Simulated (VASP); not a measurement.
# Cl2BSeH in VASP: further runs

One molecule, Cl2BSeH, is run at these levels: PBE0+TS, BLYP, BLYP+D3(BJ); tasks: single point.

Everything below comes from runs of VASP 6.6.1. Logs are shortened: lines on timing, memory, paths and dates and some standing lists are left out, and cuts for length are marked.

## 1. The structure

The cell holds a molecule in a box, 5 atoms: a = 12.000 Å, b = 13.000 Å, c = 13.000 Å, α = 90.00°, β = 90.00°, γ = 90.00°.

## 2. Single point, PBE0+TS

The input, POSCAR:

```
BHSeCl2
1.0
   12.0000000000      0.0000000000      0.0000000000
    0.0000000000     13.0000000000      0.0000000000
    0.0000000000      0.0000000000     13.0000000000
Cl B Se H
2 1 1 1
Direct
    0.5305458300      0.5231000000      0.6193730800
    0.5965708300      0.3684153800      0.4572961500
    0.5261291700      0.4805846200      0.4922346200
    0.4458208300      0.5523846200      0.3858576900
    0.4055958300      0.6348153800      0.4535346200
```

The input, INCAR.step1:

```
PREC     = Accurate       # precision mode
ENCUT    = 520            # plane-wave cutoff, eV
EDIFF    = 1E-5           # SCF threshold, eV
ISMEAR   = 0              # smearing method
SIGMA    = 0.01           # smearing width, eV
LREAL    = F              # projectors in reciprocal space
LASPH    = T              # aspherical terms in the spheres
NELM     = 60             # most SCF steps
ALGO     = Normal         # electronic algorithm
ISIF     = 2              # what is computed and relaxed
LWAVE    = T              # write WAVECAR
NBANDS   = 20             # bands
GGA      = PE             # functional
```

The input, INCAR.step2:

```
PREC     = Accurate       # precision mode
ENCUT    = 520            # plane-wave cutoff, eV
EDIFF    = 1E-6           # SCF threshold, eV
ISMEAR   = 0              # smearing method
SIGMA    = 0.01           # smearing width, eV
LREAL    = F              # projectors in reciprocal space
LASPH    = T              # aspherical terms in the spheres
NELM     = 60             # most SCF steps
ALGO     = Normal         # electronic algorithm
ISIF     = 2              # what is computed and relaxed
LWAVE    = F              # write WAVECAR
LCHARG   = T              # write CHGCAR
GGA      = PE             # functional
LHFCALC  = T              # exact exchange
AEXX     = 0.25           # exact-exchange fraction
PRECFOCK = Fast         
IVDW     = 2              # dispersion correction
LELF     = T              # ELF
LVHAR    = T            
LVACPOTAV= T            
NBANDS   = 20             # bands
ISTART   = 1
```

The input, KPOINTS:

```
Automatic mesh
0
Gamma
  1 1 1
```

Potentials or basis: VASP PAW PBE potentials, release 64 (Cl, B, Se, H).

Run with:

```bash
$ cat potpaw_PBE.64/Cl/POTCAR potpaw_PBE.64/B/POTCAR potpaw_PBE.64/Se/POTCAR potpaw_PBE.64/H/POTCAR > POTCAR
$ cp INCAR.step1 INCAR
$ mpirun -np 1 vasp_gam > vasp.out
$ cp INCAR.step2 INCAR
$ mpirun -np 1 vasp_gam > vasp.out
```

OUTCAR:

```text
PREC = Accurate
   ENCUT = 520
   EDIFF = 1E-6
   ISMEAR = 0
   LREAL = F
   LASPH = T
   NELM = 60
   ISIF = 2
   GGA = PE
   LHFCALC = T
   AEXX = 0.25
   PRECFOCK = Fast
   IVDW = 2
   ISTART = 1
  IVDW =   2

 ion  position               nearest neighbor table
   1  0.531  0.523  0.619-   3 1.74
   2  0.597  0.368  0.457-   3 1.75
   3  0.526  0.481  0.492-   1 1.74   2 1.75   4 1.93
   4  0.446  0.552  0.386-   5 1.47   3 1.93
   5  0.406  0.635  0.454-   4 1.47

  LATTYP: Found a simple tetragonal cell.
 ALAT       =    13.0000000000
 C/A-ratio  =     0.9230769231

  Lattice vectors:

 A1 = (   0.0000000000,  13.0000000000,   0.0000000000)
 A2 = (   0.0000000000,   0.0000000000,  13.0000000000)
 A3 = (  12.0000000000,   0.0000000000,   0.0000000000)

Analysis of symmetry for initial positions (statically):
=====================================================================
 Subroutine PRICEL returns:
 Original cell was already a primitive cell.

 Routine SETGRP: Setting up the symmetry group for a
 simple tetragonal supercell.

 Subroutine GETGRP returns: Found  1 space group operations
 (whereof  1 operations were pure point group operations)
 out of a pool of 16 trial point group operations.

The static configuration has the point symmetry C_1 .

Analysis of symmetry for dynamics (positions and initial velocities):
=====================================================================
 Subroutine PRICEL returns:
 Original cell was already a primitive cell.

 Routine SETGRP: Setting up the symmetry group for a
 simple tetragonal supercell.

 Subroutine GETGRP returns: Found  1 space group operations
 (whereof  1 operations were pure point group operations)
 out of a pool of 16 trial point group operations.

The dynamic configuration has the point symmetry C_1 .

 Subroutine INISYM returns: Found  1 space group operations
 (whereof  1 operations are pure point group operations),
 and found     1 'primitive' translations

----------------------------------------------------------------------------------------

                                     Primitive cell

  volume of cell :    2028.0000

  direct lattice vectors                    reciprocal lattice vectors
    12.000000000  0.000000000  0.000000000     0.083333333  0.000000000  0.000000000
     0.000000000 13.000000000  0.000000000     0.000000000  0.076923077  0.000000000
     0.000000000  0.000000000 13.000000000     0.000000000  0.000000000  0.076923077

  length of vectors
    12.000000000 13.000000000 13.000000000     0.083333333  0.076923077  0.076923077

  position of ions in fractional coordinates (direct lattice)
     0.530545830  0.523100000  0.619373080
     0.596570830  0.368415380  0.457296150
     0.526129170  0.480584620  0.492234620
     0.445820830  0.552384620  0.385857690
     0.405595830  0.634815380  0.453534620

  ion indices of the primitive-cell ions
   primitive index   ion index
                 1           1
                 2           2
                 3           3
                 4           4
                 5           5

----------------------------------------------------------------------------------------

 KPOINTS: Automatic mesh

Automatic generation of k-mesh.
 Grid dimensions read from file:
 generate k-points for:    1    1    1

 Generating k-lattice:

  Cartesian coordinates                     Fractional coordinates (reciprocal lattice)
     0.083333333  0.000000000  0.000000000     1.000000000  0.000000000  0.000000000
     0.000000000  0.076923077  0.000000000     0.000000000  1.000000000  0.000000000
     0.000000000  0.000000000  0.076923077     0.000000000  0.000000000  1.000000000

  Length of vectors
     0.083333333  0.076923077  0.076923077

  Shift w.r.t. Gamma in fractional coordinates (k-lattice)
     0.000000000  0.000000000  0.000000000

 Subroutine IBZKPT returns following result:
 ===========================================

 Found      1 irreducible k-points:

 Following reciprocal coordinates:
            Coordinates               Weight
  0.000000  0.000000  0.000000      1.000000
   k-points           NKPTS =      1   k-points in BZ     NKDIM =      1   number of bands    NBANDS=     20
   number of dos      NEDOS =    301   number of ions     NIONS =      5
   total plane-waves  NPLWV = 864360
   dimension x,y,z NGX =    90 NGY =   98 NGZ =   98
   dimension x,y,z NGXF=   180 NGYF=  196 NGZF=  196
   ions per type =               2   1   1   1
   NGX,Y,Z   is equivalent  to a cutoff of  12.47, 12.53, 12.53 a.u.
   NGXF,Y,Z  is equivalent  to a cutoff of  24.94, 25.06, 25.06 a.u.
 SYSTEM =  unknown system
   PREC   = accura    normal or accurate (medium, high low for compatibility)
   ISTART =      1    job   : 0-new  1-cont  2-samecut
   ICHARG =      0    charge: 1-file 2-atom 10-const
   ISPIN  =      1    spin polarized calculation?
   LNONCOLLINEAR =      F non collinear calculations
   LSORBIT =      F    spin-orbit coupling
   LASPH  =      T    aspherical Exc in radial PAW
   ENCUT  =  520.0 eV  38.22 Ry    6.18 a.u.  22.31 24.17 24.17*2*pi/ulx,y,z
   NELM   =     60;   NELMIN=  2; NELMDL=  0     # of ELM steps
   EDIFF  = 0.1E-05   stopping-criterion for ELM
   LREAL  =      F    real-space projection
   EDIFFG = 0.1E-04   stopping-criterion for IOM
   NSW    =      0    number of steps for IOM
   IBRION =     -1    ionic relax: 0-MD 1-quasi-New 2-CG
   NFREE  =      0    steps in history (QN), initial steepest desc. (CG)
   ISIF   =      2    stress and relaxation
   ISYM   =      3    0-nonsym 1-usesym 2-fastsym
   POTIM  = 0.5000    time-step for ionic-motion
   TEBEG  =    0.0;   TEEND  =   0.0 temperature during run
   PSTRESS=    0.0 pullay stress
   NELECT =      24.0000    total number of electrons
   NUPDOWN=      -1.0000    fix difference up-down
   EMIN   =  10.00;   EMAX   =-10.00  energy-range for DOS
   EFERMI =   0.00;   METHOD = LEGACY
   ISMEAR =     0;   SIGMA  =   0.01  broadening in eV -4-tet -1-fermi 0-gaus
   EFERMI_NEDOS =   21; number of points for ismear=-14 and -15
   IALGO  =     38    algorithm
   IMIX   =      1    mixing-type and parameters
     AMIX     =   0.40;   BMIX     =  1.00
     AMIX_MAG =   1.60;   BMIX_MAG =  1.00
  volume/ion in A,a.u.               =     405.60      2737.12
  Fermi-wavevector in a.u.,A,eV,Ry     =   0.373069  0.704998  1.893666  0.139181
  Thomas-Fermi vector in A             =   1.302412
   LORBIT       =      0    0 simple, 1 ext, 2 COOP (PROOUT), +10 PAW based schemes
   GGA     = PE    functional components
   LHFCALC =     T    Hartree Fock is set to
   PRECFOCK=fast      Normal, Fast or Accurate (Low or Medium for compatibility)
   ENCUT4O =  -1.0   cutoff for four orbital integrals eV
   NKREDX  =     1    reduce k-point grid by
   NKREDY  =     1    reduce k-point grid by
   NKREDZ  =     1    reduce k-point grid by
   AEXX    =    0.2500 exact exchange contribution
   HFSCREEN=    0.0000 screening length (either q_TF or 0.3 A-1)
   HFSCREENC=   0.0000 screening length for correlation (either q_TF or 0.3 A-1)
   ENCUTFOCK=  -1.0 apply spherical cutoff to Coloumb kernel
   IVDW    =     2    specifies the selected vdW correction
   LEPSILON=     F    determine dielectric tensor
   LRPA    =     F    only Hartree local field effects (RPA)
 non-spin polarized calculation
 Gauss-broadening in eV      SIGMA  =   0.01
  energy-cutoff  :      520.00
  volume of cell :     2028.00
 maximum number of plane-waves:     27285
 NGX is ok and might be reduce to    90
  NGX = 48; NGY = 50; NGZ = 50

 number of electron      24.0000004 magnetization

 Free energy of the ion-electron system (eV)
  ---------------------------------------------------
  ext. energy  EPLUGINS =         0.00000000
  ---------------------------------------------------
  free energy    TOTEN  =       -25.78676003 eV

  energy without entropy =      -25.78676003  energy(sigma->0) =      -25.78676003

 E-fermi :  -7.3987     XC(G=0):  -0.6300

 val. band max:       -7.4982405338   @ k =   0.0000   0.0000   0.0000
 cond. band min:      -1.1791637152   @ k =   0.0000   0.0000   0.0000
 fundamental gap:      6.3190768187
 Fermi energy:        -7.3987407625

 k-point     1 :       0.0000    0.0000    0.0000
  band No.  band energies     occupation
      1     -24.2826      2.00000
      2     -23.3096      2.00000
      3     -20.5696      2.00000
      4     -14.1734      2.00000
      5     -12.4030      2.00000
      6     -11.5568      2.00000
[... 12 lines left out ...]
     19       0.9494      0.00000
     20       1.0717      0.00000

------------------------ aborting loop because EDIFF is reached ----------------------------------------

  Hirshfeld charges:
            ion         q(e)
   ------------------------------
      1     Cl      -0.06252012
      2     Cl      -0.06411694
      3     B        0.09508556
      4     Se      -0.00233429
      5     H        0.03388579

  Tkatchenko/Scheffler method for vdW energy calculation

  Number of pair interactions contributing to vdW energy:    3867

  Edisp (eV):   -0.01205

  FORCE on cell =-STRESS in cart. coord.  units (eV):
  Direction    XX          YY          ZZ          XY          YZ          ZX
  --------------------------------------------------------------------------------------
  -------------------------------------------------------------------------------------
  Total      -0.18418    -0.33825    -0.29647     0.11660    -0.09133     0.01817
  in kB      -0.14550    -0.26722    -0.23422     0.09212    -0.07216     0.01435
  external pressure =       -0.22 kB  Pullay stress =        0.00 kB

 VOLUME and BASIS-vectors are now :
 -----------------------------------------------------------------------------
  energy-cutoff  :      520.00
  volume of cell :     2028.00
      direct lattice vectors                 reciprocal lattice vectors
    12.000000000  0.000000000  0.000000000     0.083333333  0.000000000  0.000000000
     0.000000000 13.000000000  0.000000000     0.000000000  0.076923077  0.000000000
     0.000000000  0.000000000 13.000000000     0.000000000  0.000000000  0.076923077

 POSITION                                       TOTAL-FORCE (eV/Angst)
 -----------------------------------------------------------------------------------
      6.36655      6.80030      8.05185         0.004665     -0.040676     -0.087174
      7.15885      4.78940      5.94485        -0.051221      0.083597      0.014267
      6.31355      6.24760      6.39905         0.024573     -0.013416      0.068008
      5.34985      7.18100      5.01615         0.002475      0.005454      0.023537
      4.86715      8.25260      5.89595         0.019507     -0.034959     -0.018639
 -----------------------------------------------------------------------------------
    total drift:                               -0.000146      0.006382      0.004865

  FREE ENERGIE OF THE ION-ELECTRON SYSTEM (eV)
  ---------------------------------------------------
  free  energy   TOTEN  =       -25.7988134026 eV

  energy  without entropy=      -25.7988134026  energy(sigma->0) =      -25.79881340
```

It took 7.7 min on 1 thread of Intel Xeon Platinum 8259CL at 2.50GHz (Skylake/Cascade Lake), shared host; peak memory 1.5 GiB.

Results:

| Property | Result |
| --- | --- |
| Free energy | -25.7988 eV |
| Largest force | 0.099 eV/Å |
| Gap between the frontier levels | 6.32 eV |
| Hirshfeld charges | Cl -0.06; B +0.10; Se -0.00; H +0.03 e |
| Dispersion energy per atom | -0.002 eV |

Forces on the atoms (eV/Å):
```
Cl   0.005 -0.041 -0.087
Cl  -0.051  0.084  0.014
B    0.025 -0.013  0.068
Se   0.002  0.005  0.024
H    0.020 -0.035 -0.019
```

Caveat: the PAW data sets were made with another functional, which shifts forces and pressure a little.

## 3. Single point, BLYP

The input, INCAR:

```
AGGAC = 1.0 ; AGGAX = 1.0
ALDAC = 0.0 ; ALDAX = 1.0
ALGO = Normal ; EDIFF = 1E-7
ENCUT = 400 ; GGA = B5
ISIF = 2 ; ISMEAR = 0
LASPH = T ; LCHARG = T
LELF = T ; LREAL = F
LVACPOTAV = T ; LVHAR = T
LWAVE = F ; NBANDS = 20
NELM = 100 ; PREC = Accurate
SIGMA = 0.01
```

The input, KPOINTS:

```
k-points
0
Gamma
  1 1 1
```

POSCAR is that of step 2.

Potentials or basis: VASP PAW PBE potentials, release 64 (Cl, B_s, Se, H_s).

Run with:

```bash
$ cat potpaw_PBE.64/Cl/POTCAR potpaw_PBE.64/B_s/POTCAR potpaw_PBE.64/Se/POTCAR potpaw_PBE.64/H_s/POTCAR > POTCAR
$ mpirun -np 1 vasp_gam > vasp.out
```

Run time: 7.7 min. Hardware: 1 thread of Intel Xeon Platinum 8259CL at 2.50GHz (Skylake/Cascade Lake), shared host; peak memory 1.1 GiB.

The run converged. Its results:

| Property | Result |
| --- | --- |
| Free energy | -18.8174 eV |
| Largest force | 0.604 eV/Å |
| Gap between the frontier levels | 4.32 eV |

Forces in eV/Å, atoms in the order of the input:
```
Cl   0.023  0.130  0.430
Cl   0.214 -0.377 -0.137
B    0.038 -0.015  0.114
Se  -0.152  0.009 -0.584
H   -0.123  0.254  0.177
```

Levels at points of the mesh, in eV from the valence-band top:
| k point | band 8 | band 9 | band 10 | band 11 | band 12 | band 13 | band 14 | band 15 | band 16 | band 17 |
| --- | --- | --- | --- | --- | --- | --- | --- | --- | --- | --- |
| (0.00, 0.00, 0.00) | -2.70 | -1.61 | -1.23 | -1.03 | 0.00 | 4.32 | 5.29 | 5.80 | 6.59 | 6.82 |

Caveat: the PAW data sets were made with another functional, which shifts forces and pressure a little.

(Continued in part 2 of 2.)
